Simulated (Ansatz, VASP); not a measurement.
# Two plane-wave programs on Au2I

```
Au I
1.0
     1.98692    1.14715    6.00101
    -1.98692    1.14715    6.00101
     0.00000   -2.29430    6.00101
Au I
2 1
Direct
  0.75000 0.75000 0.75000
  0.25000 0.25000 0.25000
  0.00000 0.00000 0.00000
```

Alike in both runs: task single point; functional PBE; k mesh 6 × 6 × 6; occupations gaussian, width 0.1 eV; no spin polarisation.

|  | VASP | Ansatz |
| --- | --- | --- |
| version | VASP 6.6.1 | Ansatz 0.2.0 |
| potentials or method | VASP PAW PBE potentials, release 64 (Au, I) | scalar-relativistic, plane waves, PAW |
| plane-wave cutoff (eV) | 520 | 420 |
| valence electrons in the cell | 29 | 55 |

Ansatz gave:

```
gap on the k mesh at the Fermi level (eV)       : none
pressure (GPa)                                  : 7.8
largest component of the traceless stress (GPa) : 3.53
rms of the force components (eV/Å)              : 0.929
```

Task: Estimate VASP's values.

Result: gap on the k mesh at the Fermi level (eV): none; pressure (GPa): 7.6; largest component of the traceless stress (GPa): 3.51; rms of the force components (eV/Å): 0.915.

Atom by atom the forces differ by 0.013 eV/Å (rms over components). A gap of «none» marks a metal or a gap that the smearing closes. With one functional, cell and mesh, what is left measures potentials, basis and numerics. The two sets of potentials don't hold the same shells in valence.

Caveats: an odd number of electrons without spin polarisation forces a metal; a magnetic or distorted state may lie lower. The runs have no spin-orbit coupling, so splittings on Au, I are missing.
